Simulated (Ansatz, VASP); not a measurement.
Given: the input of a run of VASP 6.6.1 on BC5. The cell comes from a database or a generator and needn't be the stable form of this composition.

The input INCAR:

```
SYSTEM = BC5
PREC = Accurate
ENCUT = 520
EDIFF = 1E-7
ISMEAR = -1
SIGMA = 0.05
LREAL = .FALSE.
LASPH = .TRUE.
NELM = 100
ALGO = Normal
ISIF = 2
LWAVE = .FALSE.
LCHARG = .FALSE.
GGA = PE
NBANDS = 20
```

The input KPOINTS:

```
regular mesh
0
G
  12 12 4
  0 0 0
```

The input POSCAR:

```
BC5
1.0
    2.5515512629      0.0000000000      0.0000000000
   -1.2757756315      2.2097082128      0.0000000000
    0.0000000000      0.0000000000      6.3996570000
C B
5 1
Direct
    0.0000000000      0.0000000000      0.8989420000
    0.6666666667      0.3333333333      0.5813640000
    0.0000000000      0.0000000000      0.6645630000
    0.6666666667      0.3333333333      0.3390330000
    0.3333333333      0.6666666667      0.2595110000
    0.3333333333      0.6666666667      0.0075860000
```

Potentials or basis: VASP PAW PBE potentials, release 64 (C, B).

Launch:

```sh
$ cat potpaw_PBE.64/C/POTCAR potpaw_PBE.64/B/POTCAR > POTCAR
$ mpirun -np 1 vasp_std > vasp.out
```

What does the same run look like in Ansatz 0.2.0? Potentials or basis there: Ansatz PAW, cutoff 420 eV.

As run (cutoffs and basis follow the program's own potentials, and thresholds, step limits or extra output files can differ):

File input.yaml:

```yaml
crystal:
  lattice:
    - [2.5515512629, 0.0, 0.0]
    - [-1.2757756315, 2.2097082128, 0.0]
    - [0.0, 0.0, 6.399657]
  atoms:
    - { symbol: C, position: [0.0, 0.0, 0.898942] }
    - { symbol: C, position: [0.6666666667, 0.3333333333, 0.581364] }
    - { symbol: C, position: [0.0, 0.0, 0.664563] }
    - { symbol: C, position: [0.6666666667, 0.3333333333, 0.339033] }
    - { symbol: C, position: [0.3333333333, 0.6666666667, 0.259511] }
    - { symbol: B, position: [0.3333333333, 0.6666666667, 0.007586] }
hamiltonian:
  xc: pbe
  pseudopotentials: { kind: paw }
kpoints:
  mp_grid: { grid: [12, 12, 4] }
scf:
  occupations: { method: fermi_dirac, width: 0.05 }
output:
  forces: true
  stress: true
  eigenvalues: true
  write_density: true
  write_potential: true
  elf: true
  volumetric_format: npy
```

Potentials or basis: Ansatz PAW.

Run with:

```sh
$ ansatz run input.yaml --threads 2 --pin off --max-ram 5120MiB --backend cpu --events-out ev --progress --plain --runs-dir out
```

Both were run:

|  | VASP | Ansatz |
| --- | --- | --- |
| Pressure | 0.0 GPa | -0.5 GPa |

Ansatz's pressure holds a Pulay term of +0.88 GPa for its cutoff of 420 eV, which the other run lacks.

Where Ansatz's input types no cutoff or centring, it takes its own default and a Γ-centred mesh.

Pressure is positive in compression.
